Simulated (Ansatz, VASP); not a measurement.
# YCu2S2: VASP beside Ansatz

The input INCAR:

```
SYSTEM = YCu2S2
PREC = Accurate ; ENCUT = 520
EDIFF = 1E-7 ; ISMEAR = -1
SIGMA = 0.05 ; LREAL = .FALSE.
LASPH = .TRUE. ; NELM = 80
ALGO = Normal ; ISIF = 2
LWAVE = .FALSE. ; LCHARG = .TRUE.
GGA = PE ; LELF = .TRUE.
LVHAR = .TRUE. ; NBANDS = 30
```

Contents of KPOINTS:

```
regular mesh
0
G
  8 8 4
  0 0 0
```

File POSCAR:

```
YCu2S2
1.0
    3.9274043162      0.0000000000      0.0000000000
   -1.9637021581      3.4012319087      0.0000000000
    0.0000000000      0.0000000000      6.4141120000
Y Cu S
1 2 2
Direct
   -0.0126260000     -0.0064330000      0.0019530000
    0.3285810000      0.6641520000      0.3371090000
    0.6767740000      0.3365920000      0.6638030000
    0.3331450000      0.6618850000      0.7338420000
    0.6761830000      0.3355740000      0.2696690000
```

The input input.yaml:

```yaml
crystal:
  lattice:
    - [3.9274043162, 0.0, 0.0]
    - [-1.9637021581, 3.4012319087, 0.0]
    - [0.0, 0.0, 6.414112]
  atoms:
    - { symbol: "Y", position: [-0.012626, -0.006433, 0.001953] }
    - { symbol: Cu, position: [0.328581, 0.664152, 0.337109] }
    - { symbol: Cu, position: [0.676774, 0.336592, 0.663803] }
    - { symbol: S, position: [0.333145, 0.661885, 0.733842] }
    - { symbol: S, position: [0.676183, 0.335574, 0.269669] }
hamiltonian:
  xc: pbe
  pseudopotentials: { kind: paw }
kpoints:
  mp_grid: { grid: [8, 8, 4] }
scf:
  occupations: { method: fermi_dirac, width: 0.05 }
output:
  forces: true
  stress: true
  eigenvalues: true
  write_density: true
  write_potential: true
  elf: true
  volumetric_format: npy
```

Change from the starting cell: atoms moved at random, drawn with an rms of 0.05 Å.

Alike in both runs: task single point; functional PBE; k mesh 8 × 8 × 4; occupations fermi-dirac, width 0.05 eV; no spin polarisation.

|  | VASP | Ansatz |
| --- | --- | --- |
| version | VASP 6.6.1 | Ansatz 0.2.0 |
| potentials or method | VASP PAW PBE potentials, release 64 (Y_sv, Cu, S) | Ansatz PAW |
| plane-wave cutoff (eV) | 520 | 420 |
| valence electrons in the cell | 45 | 61 |

```tsv
	VASP	Ansatz	Ansatz less VASP
gap on the k mesh at the Fermi level (eV)	none	none	-
pressure (GPa)	0.6	0.6	-0.05
largest component of the traceless stress (GPa)	0.59	0.58	-0.008
rms of the force components (eV/Å)	0.150	0.149	-0.0009
```

Atom by atom the forces differ by 0.008 eV/Å (rms over components). A gap of «none» marks a metal or a gap that the smearing closes. With one functional, cell and mesh, what is left measures potentials, basis and numerics. The two sets of potentials don't hold the same shells in valence.

Caveats: the run has no spin polarisation, though such a crystal can be magnetic.
